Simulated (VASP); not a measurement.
Data:

```
CdMgS2
1.0
    3.75916     0.00000     0.00000
    0.00000     3.75916     0.00000
    0.00000     0.00000     5.30508
Mg Cd S
1 1 2
Cartesian
  1.87958   1.87958   2.65254
  0.00000   0.00000   0.00000
  0.00000   0.00000   2.65254
  1.87958   1.87958   0.00000
```

Computed with PBEsol GGA, VASP's PBE PAW potentials (set 64) (plane waves; VASP). Settings: 400 eV cut-off, 7×7×5 Γ-centred mesh, tetrahedra with Blöchl corrections, potentials Mg Cd S.

The cores are frozen, which limits the accuracy of field gradients.

Question: Give the principal components of the electric field gradient (V/Å²) and the asymmetry η at each nucleus.

Answer: 
```json
[
 {"atom": "Mg1", "Vxx": "0.1", "Vyy": "0.1", "Vzz": "-0.2", "η": "-"},
 {"atom": "Cd2", "Vxx": "1.3", "Vyy": "1.3", "Vzz": "-2.6", "η": "0.00"},
 {"atom": "S3", "Vxx": "-15.3", "Vyy": "-15.3", "Vzz": "30.5", "η": "0.00"},
 {"atom": "S4", "Vxx": "15.2", "Vyy": "15.2", "Vzz": "-30.5", "η": "0.00"}
]
```

The structure comes from a computed database's MgCdS2 entry (P4/mmm); how it stands against other phases isn't given here. It was relaxed first.
